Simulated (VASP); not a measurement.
# CaHf2 with PBE: from relaxation to properties

Wanted: the relaxed cell of CaHf2 and its properties. The steps: full relaxation (PBE), second relaxation, single point with fields (PBE), band structure (PBE), total and projected DOS (PBE), band structure (PBE + SOC), core-level energies (PBE) and optical spectrum (PBE). The cell is invented: it takes the structure of a Materials Project entry for CaSi2 (space group 191 there), with some of its atoms replaced by other elements, volume scaled by an estimate. It may not be a known or stable phase.

Main program and level: VASP 6.6.1; PBE; plane waves and PAW (Hf_pv, Ca_sv), in the first sound run; inputs show where later runs differ.

## 1. Set-up

Before any relaxation, the start is as follows. It takes space group P6/mmm (No. 191, hexagonal). Conventional cell: a = 3.890 Å, b = 3.890 Å, c = 3.993 Å, α = 90.00°, β = 90.00°, γ = 120.00°. Nearest to Hf lie 3 Hf at 2.25 Å and 6 Ca at 3.01 Å. Nearest to Ca lie 12 Hf at 3.01 Å. It derives from CaSi2. it takes the structure of a Materials Project entry for CaSi2 (space group 191 there), with some of its atoms replaced by other elements, volume scaled by an estimate. Farther neighbours are not listed.

## 2. Full relaxation (PBE)

Properties are meant for the cell that this level of theory prefers, so cell and atoms are relaxed first (ISIF = 3) until forces and stress are small; EDIFFG sets the threshold. PBE, the usual starting point, adds the gradient of the density.

The input, INCAR:

```
SYSTEM = CaHf2
PREC = Accurate
ENCUT = 400
EDIFF = 1E-06
NELM = 100
ISMEAR = 1
SIGMA = 0.2
LREAL = .FALSE.
ALGO = Normal
GGA = PE
NBANDS = 21
LORBIT = 11
LWAVE = .FALSE.
LCHARG = .FALSE.
IBRION = 2
NSW = 60
ISIF = 3
EDIFFG = -0.01
```

The input, POSCAR:

```
CaHf2
1.0
    3.8904370000      0.0000000000      0.0000000000
   -1.9452190000      3.3692170000      0.0000000000
    0.0000000000      0.0000000000      3.9933630000
Hf Ca
2 1
Direct
    0.3333333300      0.6666666700      0.5000000000
    0.6666666700      0.3333333300      0.5000000000
    0.0000000000      0.0000000000      0.0000000000
```

The input, KPOINTS:

```
Automatic mesh
0
Gamma
8 8 7
0 0 0
```

The projector-augmented-wave data sets are Hf_pv and Ca_sv (PBE family, release 64).

Command:

```
> mpirun -np 1 vasp_std
```

Log:

```text
[banner, memory and clock lines left out]
running    1 mpi-ranks, on    1 nodes
 distrk:  each k-point on    1 cores,    1 groups
 distr:  one band on    1 cores,    1 groups

 POSCAR found type information on POSCAR HfCa
 POSCAR found :  2 types and       3 ions
 LDA part: xc-table for (Slater+PW92), standard interpolation
 POSCAR, INCAR and KPOINTS ok, starting setup
 FFT: planning ... GRIDC
 FFT: planning ... GRID_SOFT
 FFT: planning ... GRID
 WAVECAR not read
 entering main loop
       N       E                     dE             d eps       ncg     rms          rms(c)
DAV:   1     0.166282051727E+03    0.16628E+03   -0.14467E+04  1680   0.119E+03
DAV:   2    -0.503946867463E+01   -0.17132E+03   -0.16574E+03  1855   0.332E+02
DAV:   3    -0.131163880422E+02   -0.80769E+01   -0.76074E+01  2838   0.530E+01
DAV:   4    -0.133218560526E+02   -0.20547E+00   -0.20468E+00  2239   0.690E+00
DAV:   5    -0.133272984686E+02   -0.54424E-02   -0.54407E-02  2458   0.107E+00    0.575E+01
DAV:   6    -0.129904231338E+02    0.33688E+00   -0.24199E-01  2067   0.289E+00    0.337E+01
DAV:   7    -0.128934248943E+02    0.96998E-01   -0.24585E-01  2079   0.293E+00    0.199E+00
DAV:   8    -0.128891751523E+02    0.42497E-02   -0.35613E-02  2368   0.111E+00    0.594E-01
DAV:   9    -0.128892523658E+02   -0.77214E-04   -0.20796E-03  2276   0.240E-01    0.209E-01
DAV:  10    -0.128892204687E+02    0.31897E-04   -0.47034E-04  2229   0.161E-01    0.950E-02
DAV:  11    -0.128892216812E+02   -0.12125E-05   -0.64283E-05  2122   0.509E-02    0.203E-02
DAV:  12    -0.128892195872E+02    0.20940E-05   -0.26299E-06  1727   0.111E-02    0.726E-03
DAV:  13    -0.128892194102E+02    0.17702E-06   -0.34569E-07  1210   0.481E-03
   1 F= -.12889219E+02 E0= -.12889633E+02  d E =-.128892E+02
 curvature:   0.00 expect dE= 0.000E+00 dE for cont linesearch  0.000E+00
 trial: gam= 0.00000 g(F)=  0.313E-42 g(S)=  0.271E+02 ort = 0.000E+00 (trialstep = 0.100E+01)
 search vector abs. value=  0.271E+02
 bond charge predicted
       N       E                     dE             d eps       ncg     rms          rms(c)
DAV:   1    -0.140016078979E+03   -0.12713E+03   -0.34788E+03  1685   0.439E+02    0.735E+01
DAV:   2    -0.640467869846E+02    0.75969E+02   -0.12130E+03  2213   0.172E+02    0.362E+01
DAV:   3    -0.228480202246E+02    0.41199E+02   -0.91352E+01  2629   0.401E+01    0.241E+01
DAV:   4    -0.174396273431E+02    0.54084E+01   -0.30441E+01  2591   0.194E+01    0.101E+01
DAV:   5    -0.172756914752E+02    0.16394E+00   -0.22626E+00  2656   0.513E+00    0.676E+00
DAV:   6    -0.173791002454E+02   -0.10341E+00   -0.10552E+00  2765   0.271E+00    0.243E+00
DAV:   7    -0.173945096349E+02   -0.15409E-01   -0.19805E-01  2564   0.164E+00    0.860E-01
DAV:   8    -0.173970496172E+02   -0.25400E-02   -0.10102E-02  2686   0.450E-01    0.446E-01
DAV:   9    -0.173971518407E+02   -0.10222E-03   -0.10084E-03  2168   0.198E-01    0.769E-02
DAV:  10    -0.173971339982E+02    0.17843E-04   -0.12137E-04  2209   0.517E-02    0.557E-02
DAV:  11    -0.173971431133E+02   -0.91151E-05   -0.13062E-05  2366   0.159E-02    0.287E-02
DAV:  12    -0.173971355863E+02    0.75270E-05   -0.11028E-05  2665   0.128E-02    0.718E-03
DAV:  13    -0.173971350519E+02    0.53439E-06   -0.31444E-07  1238   0.307E-03
   2 F= -.17397135E+02 E0= -.17392875E+02  d E =-.450792E+01
[... from here on, the cycles between the ionic steps are left out ...]
   3 F= -.18891176E+02 E0= -.18889072E+02  d E =-.600196E+01
   4 F= -.18894822E+02 E0= -.18892296E+02  d E =-.600560E+01
   5 F= -.19476797E+02 E0= -.19473026E+02  d E =-.581975E+00
   6 F= -.19637939E+02 E0= -.19637330E+02  d E =-.743117E+00
   7 F= -.20059118E+02 E0= -.20054014E+02  d E =-.116430E+01
   8 F= -.20078308E+02 E0= -.20076689E+02  d E =-.118349E+01
   9 F= -.20078935E+02 E0= -.20076646E+02  d E =-.118411E+01
  10 F= -.20080835E+02 E0= -.20078297E+02  d E =-.189980E-02
  11 F= -.20083369E+02 E0= -.20080947E+02  d E =-.443406E-02
  12 F= -.20083368E+02 E0= -.20080950E+02  d E =-.443279E-02
 curvature:  -0.34 expect dE=-0.173E-04 dE for cont linesearch -0.132E-05
 ZBRENT: accuracy reached
 trial: gam=-0.01157 g(F)=  0.279E-42 g(S)=  0.503E-04 ort = 0.218E-03 (trialstep = 0.112E+01)
 search vector abs. value=  0.469E-04
 bond charge predicted
       N       E                     dE             d eps       ncg     rms          rms(c)
DAV:   1    -0.200835721373E+02   -0.20368E-03   -0.93905E-03  1680   0.689E-01    0.140E-01
DAV:   2    -0.200833920587E+02    0.18008E-03   -0.30213E-04  1978   0.968E-02    0.410E-02
DAV:   3    -0.200833631319E+02    0.28927E-04   -0.44878E-05  2094   0.365E-02    0.420E-02
DAV:   4    -0.200833595431E+02    0.35888E-05   -0.97383E-06  2652   0.164E-02    0.166E-02
DAV:   5    -0.200833591405E+02    0.40256E-06   -0.90791E-07  1322   0.573E-03
  13 F= -.20083359E+02 E0= -.20080842E+02  d E =0.870815E-05
 trial-energy change:    0.000009  1 .order   -0.000034   -0.000053   -0.000015
 step:   1.5649(harm=  1.5649)  dis= 0.00000  next Energy=   -20.083405 (dE=-0.374E-04)
 reached required accuracy - stopping structural energy minimisation
```

Run time: 2 min. Hardware: 1 MPI rank of Intel Xeon 6975P-C (Granite Rapids), shared host; peak memory 0.18 GiB.

The logs omit lines about the potential files and the build; timing stands in the text.

OUTCAR, selected parts (step 2):

```text
ion  position               nearest neighbor table
   1  0.333  0.667  0.500-   2 2.25   2 2.25   2 2.25   3 3.01   3 3.01   3 3.01   3 3.01   3 3.01
                             3 3.01
   2  0.667  0.333  0.500-   1 2.25   1 2.25   1 2.25   3 3.01   3 3.01   3 3.01   3 3.01   3 3.01
                             3 3.01
   3  0.000  0.000  0.000-   2 3.01   2 3.01   1 3.01   1 3.01   2 3.01   2 3.01   1 3.01   1 3.01
                             1 3.01   2 3.01   1 3.01   2 3.01

  LATTYP: Found a hexagonal cell.
 ALAT       =     3.8904370000
 C/A-ratio  =     1.0264561539

 Subroutine GETGRP returns: Found 24 space group operations
 (whereof 24 operations were pure point group operations)

The static configuration has the point symmetry D_6h.

 Found     40 irreducible k-points:

   k-points           NKPTS =     40   k-points in BZ     NKDIM =     40   number of bands    NBANDS=     21

   dimension x,y,z NGX =    28 NGY =   28 NGZ =   28
   dimension x,y,z NGXF=    56 NGYF=   56 NGZF=   56

   ENCUT  =  400.0 eV  29.40 Ry    5.42 a.u.   6.34  6.34  6.51*2*pi/ulx,y,z

   NELECT =      30.0000    total number of electrons

 k-points in reciprocal lattice and weights: Automatic mesh
   0.00000000  0.00000000  0.00000000       0.002
   0.12500000  0.00000000  0.00000000       0.013
   0.25000000  0.00000000  0.00000000       0.013
   0.37500000  0.00000000  0.00000000       0.013
   0.50000000  0.00000000  0.00000000       0.007
   0.12500000  0.12500000  0.00000000       0.013
   0.25000000  0.12500000  0.00000000       0.027
   0.37500000  0.12500000  0.00000000       0.027
   0.25000000  0.25000000  0.00000000       0.013
[...]
0.25000000  0.25000000  0.42857143       0.027
   0.37500000  0.25000000  0.42857143       0.027

 average (electrostatic) potential at core
       1 -38.5721       2 -38.5721       3 -45.0850

 E-fermi :   3.7015

 k-point     1 :       0.0000    0.0000    0.0000
  band No.  band energies     occupation
    ...
     11      -2.1795      2.00000
     12       2.5104      2.00000
     13       3.2833      2.01178
     14       3.5607      1.92269
     15       3.5607      1.92267
     16       3.8454      0.06701
     17       3.8454      0.06701
     18       6.3554     -0.00000
     19       6.5340     -0.00000
     20       6.7342     -0.00000
    ...

 k-point     2 :       0.1250    0.0000    0.0000
  band No.  band energies     occupation
    ...
     11      -2.0193      2.00000
     12       2.5399      2.00000
     13       2.7367      2.00000
     14       3.2752      2.01021
     15       3.4940      2.05721
     16       4.0330     -0.04089
     17       4.1846     -0.00335
     18       6.2190     -0.00000
     19       6.2874     -0.00000
     20       6.5716     -0.00000
    ...

 k-point     3 :       0.2500    0.0000    0.0000
  band No.  band energies     occupation
    ...
     11      -1.5605      2.00000
     12       1.9230      2.00000
     13       2.3267      2.00000
     14       3.0804      2.00010
     15       3.4732      2.06854
     16       4.3352     -0.00007
     17       4.3770     -0.00002
     18       5.9845     -0.00000
     19       6.1745     -0.00000
     20       6.2479     -0.00000
    ...

  Total       -0.0139762     -0.0139762      0.0088290      0.0000000     -0.0000000     -0.0000000
  in kB       -0.2924082     -0.2924081      0.1847199      0.0000001     -0.0000000     -0.0000000
  external PRESSURE =      -0.1333655 kB  Pullay stress =       0.0000000 kB

  energy-cutoff  :      400.00
  volume of cell :       76.58
      direct lattice vectors                 reciprocal lattice vectors
     5.199532667 -0.000000207 -0.000000000     0.192324981  0.111038927  0.000000000
    -2.599767181  4.502926918  0.000000000     0.000000009  0.222077782  0.000000000
     0.000000000 -0.000000000  3.270776819     0.000000000  0.000000000  0.305737767

 POSITION                                       TOTAL-FORCE (eV/Angst)
 -----------------------------------------------------------------------------------
     -0.00000      3.00195      1.63539         0.000000      0.000000      0.000000
      2.59977      1.50098      1.63539        -0.000000     -0.000000     -0.000000
      0.00000      0.00000      0.00000         0.000000      0.000000      0.000000
 -----------------------------------------------------------------------------------
    total drift:                                0.000000      0.000000      0.000000

  FREE ENERGIE OF THE ION-ELECTRON SYSTEM (eV)
  ---------------------------------------------------
  free  energy   TOTEN  =       -20.0833591405 eV

  energy  without entropy=      -20.0758063620  energy(sigma->0) =      -20.08084155

 reached required accuracy - stopping structural energy minimisation

 total charge
# of ion       s       p       d       tot
------------------------------------------
    1        0.404   6.239   1.559   8.201
    2        0.404   6.239   1.559   8.201
    3        2.082   5.852   0.293   8.227
--------------------------------------------------
tot          2.890  18.330   3.410  24.629

[... 3 further parts left out ...]
```

CONTCAR:

```
CaHf2
   1.00000000000000
     5.1995326665278778   -0.0000002068795505   -0.0000000000000000
    -2.5997671806721936    4.5029269182625118    0.0000000000000000
     0.0000000000000000   -0.0000000000000000    3.2707768187851971
  Hf              Ca
     2     1
Direct
     0.3333333300000021    0.6666666699999979    0.5000000000000000
     0.6666666699999979    0.3333333300000021    0.5000000000000000
     0.0000000000000000    0.0000000000000000    0.0000000000000000
```

The k-mesh is coarse for a metal. Harder data sets than Hf_pv exist (the GW ones), and pressures, volumes and forces can shift noticeably with them. After so large a change of volume the plane waves of the start cell no longer fit, so the final stress carries a basis-set error. The run keeps the 24 symmetry operations of its start, so it cannot find a distortion of lower symmetry.

Step by step:

```
step  energy less that of the first step (eV)  largest force (eV/Å)  pressure (GPa)  volume (Å³)
   1                                   0.0000                0.0000           65.72        52.34
   2                                  -4.5079                0.0000          -11.79       124.53
   3                                  -6.0020                0.0000           -1.67        88.76
   4                                  -6.0056                0.0000           -2.81        90.96
   5                                  -6.5876                0.0000           -3.32        86.53
   6                                  -6.7487                0.0000            6.74        69.50
   7                                  -7.1699                0.0000           -1.78        79.22
   8                                  -7.1891                0.0000           -0.78        77.42
   9                                  -7.1897                0.0000           -1.00        77.79
  10                                  -7.1916                0.0000            0.83        75.59
  11                                  -7.1942                0.0000            0.04        76.53
  12                                  -7.1941                0.0000            0.00        76.55
  13                                  -7.1941                0.0000           -0.01        76.58
```

```
     cell as run  before  after   change
           a (Å)   3.890  5.200  +33.6 %
           b (Å)   3.890  5.200  +33.6 %
           c (Å)   3.993  3.271  -18.1 %
volume (Å³/atom)   17.45  25.53  +46.3 %
```

The relaxed structure:

```xyz
3
Lattice="5.1995 0.0000 0.0000 -2.5998 4.5029 0.0000 0.0000 0.0000 3.2708" Properties=species:S:1:pos:R:3 pbc="T T T"
Hf    0.0000    3.0020    1.6354
Hf    2.5998    1.5010    1.6354
Ca    0.0000    0.0000    0.0000
```

This step gave:

| Item | Value |
| --- | --- |
| electrons | 30 |
| bands | 21 |
| irreducible k-points | 40 |
| symmetry operations | 24 |
| free energy (TOTEN) | -20.08 eV |
| energy at zero smearing | -20.08 eV |
| Fermi energy | 3.701 eV |
| pressure | -0.01334 GPa |
| metallic | yes |
| SCF cycles over all ionic steps | 117 |

It ends with forces that vanish by symmetry and a pressure of -0.01 GPa.

(Continued in part 2 of 5.)

[Lines on the potential files, build, host, timing and source positions are cut from VASP's logs without a mark.]

[Logs are printed without paths, hosts, clocks, repeated set-up lines and the standing remarks that a program may print on its own settings, such as how far it seeks lower states.]

[Hosts, paths, dates, database ids (printed as entryN), source tags and the programs' standing remarks are cut or masked in the printed files.]

[A measured line is paired with the nearest computed mode of its activity, which favours agreement.]
